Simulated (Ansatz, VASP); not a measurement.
# Cross-check of MoS2 between VASP and Ansatz

Wanted: the spread between two codes on one cell, functional and k mesh. The structure shown is the end of the Ansatz relaxation below.

Program: Ansatz 0.2.0. Level of theory: plane waves, with VASP 6.6.1 beside it; single point at PBEsol. Results are calculated unless marked as measured.

## (1) The starting structure

The cell holds 12 atoms: 4 Mo and 8 S. Cell: a = 6.281 Å, b = 6.281 Å, c = 18.130 Å, α = 90.0°, β = 90.0°, γ = 120.0°. Vacuum lies along c.

## (2) Ansatz: relaxation, PBEsol

Ansatz runs on its PAW soft_1 files.

This run makes the geometry at which the two programs are then compared.

Input file input.yaml:

```yaml
crystal:
  lattice:
    - [6.338, 0.0, 0.0]
    - [-3.169, 5.48886901, 0.0]
    - [0.0, 0.0, 18.130296]
  atoms:
    - { symbol: Mo, position: [0.33333333, 0.16666667, 0.5] }
    - { symbol: Mo, position: [0.33333333, 0.66666667, 0.5] }
    - { symbol: Mo, position: [0.83333333, 0.16666667, 0.5] }
    - { symbol: Mo, position: [0.83333333, 0.66666667, 0.5] }
    - { symbol: S, position: [0.16666667, 0.33333333, 0.41367223] }
    - { symbol: S, position: [0.16666667, 0.33333333, 0.58632777] }
    - { symbol: S, position: [0.16666667, 0.83333333, 0.41367223] }
    - { symbol: S, position: [0.16666667, 0.83333333, 0.58632777] }
    - { symbol: S, position: [0.66666667, 0.33333333, 0.41367223] }
    - { symbol: S, position: [0.66666667, 0.33333333, 0.58632777] }
    - { symbol: S, position: [0.66666667, 0.83333333, 0.41367223] }
    - { symbol: S, position: [0.66666667, 0.83333333, 0.58632777] }
kpoints:
  mp_grid: { grid: [5, 5, 2] }
scf:
  occupations: { method: fermi_dirac, width: 0.02 }
hamiltonian:
  xc: pbesol
  pseudopotentials: { kind: paw, azcp: { folder: soft_1 }, xc_functional: pbe }
basis:
  ecutwfc: 600
output:
  forces: true
  stress: true
relax:
  f_tol: 0.005
  max_steps: 70
  cell: { stress_tol: 0.02, p_target: 0, fix: [c, alpha, beta, gamma] }
```

Launch:

```sh
> ansatz run input.yaml --threads 4 --pin off --max-ram 10240MiB --backend cpu --events-out ev --progress --plain --runs-dir out
```

Numbers of over 12 decimals in the logs are rounded to 6 here.

What it wrote:

```text
Warning: crystal.symmetry: narrowed to the stabiliser of the fixed cell quantities (relax.cell.fix) — unitary ops 48 → 16. The narrowing is safe, since a smaller group never makes results wrong: the run goes on under it, on as many k-points as the starting group would need, or more. Excluded: 32 operations that would move a fixed cell quantity at a test strain (relax.cell.fix fixes c, alpha, beta, gamma). The cell can leave their symmetry as it relaxes.
Engine: ansatz 0.2.0, aarch64-unknown-linux-gnu
Pseudopotentials: kind: paw
Pseudopotential: Mo, paw, valence charge 14, recommended cutoff 420 eV (normal), soft_1/Mo.paw.azcp
Pseudopotential: S, paw, valence charge 6, recommended cutoff 420 eV (normal), soft_1/S.paw.azcp
Functional definition: PBEsol
  exchange = pbesol_x
  correlation = pbesol_c
Crystal: 12 atoms, lattice volume = 630.725 Å³
Basis set: ecut = 600 eV, 21073 PW (Γ), exchange–correlation on 108×108×300 points (8 copies of the dense FFT grid, shifted against one another)
Bands: 64, of which v1, the nominal top of the filled ones, is band 52 counted from 1 (51 counted from 0)
Symmetry: 16 space group operations
k-points: 18 of 50 (time reversal used)
Non-local potential: Mo, projectors of the file, l = 0: 3, l = 1: 2, l = 2: 2, l = 3: 1
Non-local potential: S, projectors of the file, l = 0: 2, l = 1: 2, l = 2: 1
PAW form: soft (Blöchl's): semilocal exchange-correlation on the pseudo side does not see the compensation charge
PAW frozen core: Mo, regenerated for the run's functional, and the local potential with it (the file was generated under x = pbe(κ = 0.804, μ = 0.219515), c = pbe(β = 0.066725))
PAW frozen core: S, regenerated for the run's functional, and the local potential with it (the file was generated under x = pbe(κ = 0.804, μ = 0.219515), c = pbe(β = 0.066725))
PAW one-centre angular grid: Mo, 590 points (default); XC on 64 Gauss nodes
PAW one-centre angular grid: S, 110 points (default); XC on 64 Gauss nodes
Initial density: superposition of atomic densities (neutral atoms: chi_scale 0, normalization atom)
Initial wavefunctions: pseudopotential atomic-orbital guess
Functional: x = pbesol(κ = 0.804, μ = 0.123457), c = pbesol(β = 0.046)
SCF iter   1: F=—  HF=-26686.590561 eV  |F-HF|=—  |Δ(HF+E_count)|=         —  Δρ=5.12e-2  dr2=2.49e1  ethr=3.10e-3  ⟨swp⟩=8.9  Hψ=6158  notcnv=0
preconditioner: auto → Resta (q_TF=auto, 2.020 Å⁻¹)  ε∞=3.2  [insulator: Δε(μ)=1.926 eV  Ē_g=8.551 eV  σ=0.020 eV  W_gap=1.00  n_scr=82 (ndim 8)  ℏωp=12.5 eV  f_vac=0.621  D(μ)=0.00/eV (n_scr^D=0)  ε∞_Penn≈3.2  vacuum switching on, ρ_ref=5.3e-3 e/Å³]
SCF iter   2: F=—  HF=-26682.901056 eV  |F-HF|=—  |Δ(HF+E_count)|=    3.69e0  Δρ=2.96e-2  dr2=1.63e1  ethr=3.10e-3  ⟨swp⟩=4.3  Hψ=3198  notcnv=0  defer=80
SCF iter   3: F=—  HF=-26680.905016 eV  |F-HF|=—  |Δ(HF+E_count)|=    2.00e0  Δρ=1.26e-2  dr2=9.15e-1  ethr=3.10e-3  ⟨swp⟩=4.7  Hψ=2885  notcnv=0  defer=92
SCF iter   4: F=—  HF=-26680.666092 eV  |F-HF|=—  |Δ(HF+E_count)|=   2.39e-1  Δρ=3.18e-3  dr2=1.04e-1  ethr=8.80e-4  ⟨swp⟩=2.7  Hψ=1814  notcnv=0  defer=92
SCF iter   5: F=—  HF=-26680.655744 eV  |F-HF|=—  |Δ(HF+E_count)|=   1.03e-2  Δρ=7.85e-4  dr2=6.31e-3  ethr=1.00e-4  ⟨swp⟩=4.2  Hψ=2178  notcnv=0  defer=80
SCF iter   6: F=—  HF=-26680.655707 eV  |F-HF|=—  |Δ(HF+E_count)|=   3.69e-5  Δρ=1.18e-4  dr2=2.21e-4  ethr=6.07e-6  ⟨swp⟩=2.3  Hψ=1865  notcnv=0  defer=80
SCF iter   7: F=—  HF=-26680.655857 eV  |F-HF|=—  |Δ(HF+E_count)|=   1.50e-4  Δρ=1.03e-4  dr2=1.20e-4  ethr=2.12e-7  ⟨swp⟩=2.7  Hψ=2283  notcnv=0  defer=80
SCF iter   8: F=—  HF=-26680.655852 eV  |F-HF|=—  |Δ(HF+E_count)|=   5.40e-6  Δρ=3.32e-5  dr2=1.43e-5  ethr=1.16e-7  ⟨swp⟩=2.2  Hψ=1456  notcnv=0  defer=80
SCF iter   9: F=—  HF=-26680.655711 eV  |F-HF|=—  |Δ(HF+E_count)|=   1.41e-4  Δρ=3.91e-6  dr2=1.02e-7  ethr=9.62e-11  ⟨swp⟩=5.1  Hψ=6260  notcnv=0
SCF iter  10: F=-26680.655711 eV  HF=-26680.655711 eV  |F-HF|=2.31e-9  |Δ(HF+E_count)|=   1.13e-8  Δρ=8.14e-7  dr2=3.61e-9  ethr=9.62e-11  ⟨swp⟩=5.0  Hψ=3775  notcnv=0
SCF 1 converged in 10 iterations: F = -26680.655711 eV  dr2 = 3.61e-9
  greatest PAW one-centre occupation: 0.999 electrons in one spin orbital (limit 2), on the Mo atom at site 3 (counted from 0), in its partial waves of l = 0
relax step   1: F+E_penalty+E_count = -26680.65571078 eV  Δ(F+E_penalty+E_count) = +0.000e0 eV  max|allowed force component| = 3.131e-1 eV/Å  Δτ_max = 0.0000 Å  P = -1.118 GPa  Ω = 630.725 Å³  fix = [c, alpha, beta, gamma]  reactions: c -0.996 GPa; gamma -0.000 GPa/rad  (10 SCF iters, dr2 threshold 1.00e-7 eV, accepted)
[...]
relax step   3: F+E_penalty+E_count = -26680.70655270 eV  Δ(F+E_penalty+E_count) = -1.411e-2 eV  max|allowed force component| = 4.801e-3 eV/Å  Δτ_max = 0.0083 Å  P = -0.009 GPa  Ω = 619.788 Å³  energy of the carried Pulay correction = +6.970e-5 eV  fix = [c, alpha, beta, gamma]  reactions: c +0.015 GPa; gamma -0.000 GPa/rad  (6 SCF iters, dr2 threshold 8.45e-7 eV, accepted)
[...]
relax step   4: F+E_penalty+E_count = -26680.70658681 eV  Δ(F+E_penalty+E_count) = -3.411e-5 eV  max|allowed force component| = 1.906e-4 eV/Å  Δτ_max = 0.0005 Å  P = +0.000 GPa  Ω = 619.457 Å³  energy of the carried Pulay correction = +7.183e-5 eV  fix = [c, alpha, beta, gamma]  reactions: c +0.001 GPa; gamma +0.000 GPa/rad  (6 SCF iters, dr2 threshold 1.06e-9 eV, accepted)
[...]
relax step   5: F+E_penalty+E_count = -26680.70651369 eV  Δ(F+E_penalty+E_count) = +7.312e-5 eV  max|allowed force component| = 1.986e-4 eV/Å  Δτ_max = 0.0000 Å  P = +0.000 GPa  Ω = 619.457 Å³  fix = [c, alpha, beta, gamma]  reactions: c +0.001 GPa; gamma -0.000 GPa/rad  stress off target by 1.97e-4 GPa on what of the cell is left free  SCF on the basis re-selected at this cell (its energy is not comparable with the rows above)  (6 SCF iters)
basis re-selected at this cell: Δ(F+E_penalty+E_count) = +7.312e-5 eV, ΔP = -0.000 GPa vs the last step (what re-selecting the basis moved, of the pressure what is left beyond the Pulay correction that the steps carried, after the strain that the cell walked since its last selection, with what the two solves' SCF thresholds leave and, on support functions, any second-order correction that the steps lacked; it is no m [...]
SCF converged after 6 iterations
Free energy (F): -26680.706514 eV
Harris-Foulkes:  -26680.706514 eV  (|F-HF|=2.18e-11)
Internal energy: -26680.706514 eV  (E = F + TS)
E sigma→0 (E₀):  -26680.706514 eV
Fermi energy:    0.522327 eV
--- Per-component energies (eV) ---
  E_band       = -1728.008969
  E_kinetic    = 2539.823357
  E_local      = -57008.155092  (includes V_loc(G=0)·N_el)
  E_nonlocal   = 876.359486
  E_hartree    = 27062.264289
  E_xc         = -1407.766124
  E_vxc        = -1541.177936  (∫ρ·V_xc dr)
  E_paw        = -17354.541744  (= ΣΔE_a)
  E_vpaw       = -719.387547  (= ΣTr[D̂ρ^β])
  E_aug_tail   = 0.000043  (compensation charges beyond the density's cutoff)
  E_ewald      = 18609.976477
  E_core_change = 1.332795  (= ΣΔE_core)
  E_smearing   = -0.000000  (= −TS)
  E_closure    = 0.000000  (closes the sum)
  Σ components = -26680.706514   (vs F -26680.706514, Δ=0.00e0)
--- Forces (eV/Å), atoms counted from 1 ---
  atom   1  Mo     0.00000001    -0.00000001     0.00000000
  atom   2  Mo     0.00000001    -0.00000001     0.00000000
  atom   3  Mo     0.00000001    -0.00000001     0.00000000
  atom   4  Mo     0.00000001    -0.00000001     0.00000000
  atom   5  S     -0.00000000     0.00000000    -0.00019857
  atom   6  S     -0.00000000     0.00000000     0.00019857
  atom   7  S     -0.00000000     0.00000000    -0.00019857
  atom   8  S     -0.00000000     0.00000000     0.00019857
  atom   9  S     -0.00000000     0.00000000    -0.00019857
  atom  10  S     -0.00000000     0.00000000     0.00019857
  atom  11  S     -0.00000000     0.00000000    -0.00019857
  atom  12  S     -0.00000000     0.00000000     0.00019857
  max |Σ_I F_I| component: 3.23e-8 eV/Å
--- Stress (GPa, compression-positive) ---
       -0.000197       0.000000      -0.000000
        0.000000      -0.000197       0.000000
       -0.000000       0.000000       0.000640
  P = ⅓ Tr σ = 0.0001 GPa (0.001 kbar)
--- Relaxed structure (4 steps of the walk, 4 accepted, 1 SCFs on fresh bases) ---
  F+E_penalty+E_count = -26680.70651369 eV   max|allowed force component| = 1.986e-4 eV/Å   (the final SCF, on the basis selected at the relaxed cell)
  cell:  # Å, volume = 619.4573 Å³
    - [6.281132, -1.000132992568177e-17, 0]
    - [-3.140566, 5.439620, 0]
    - [0, 0, 18.130296]
  atoms:
    - { symbol: Mo, position: [0.333333, 0.166667, 0.5] }
    - { symbol: Mo, position: [0.333333, 0.666667, 0.5] }
    - { symbol: Mo, position: [0.833333, 0.166667, 0.5] }
    - { symbol: Mo, position: [0.833333, 0.666667, 0.5] }
    - { symbol: S, position: [0.166667, 0.333333, 0.414047] }
    - { symbol: S, position: [0.166667, 0.333333, 0.585953] }
    - { symbol: S, position: [0.166667, 0.833333, 0.414047] }
    - { symbol: S, position: [0.166667, 0.833333, 0.585953] }
    - { symbol: S, position: [0.666667, 0.333333, 0.414047] }
    - { symbol: S, position: [0.666667, 0.333333, 0.585953] }
    - { symbol: S, position: [0.666667, 0.833333, 0.414047] }
    - { symbol: S, position: [0.666667, 0.833333, 0.585953] }
```

(Part 1 of 2 ends here.)

[Lines on the potential files, build, host, timing and source positions are cut from VASP's logs without a mark.]

[Logs are printed without paths, hosts, clocks, repeated set-up lines and the standing remarks that a program may print on its own settings, such as how far it seeks lower states.]

[Hosts, paths, dates, database ids (printed as entryN), source tags and the programs' standing remarks are cut or masked in the printed files.]
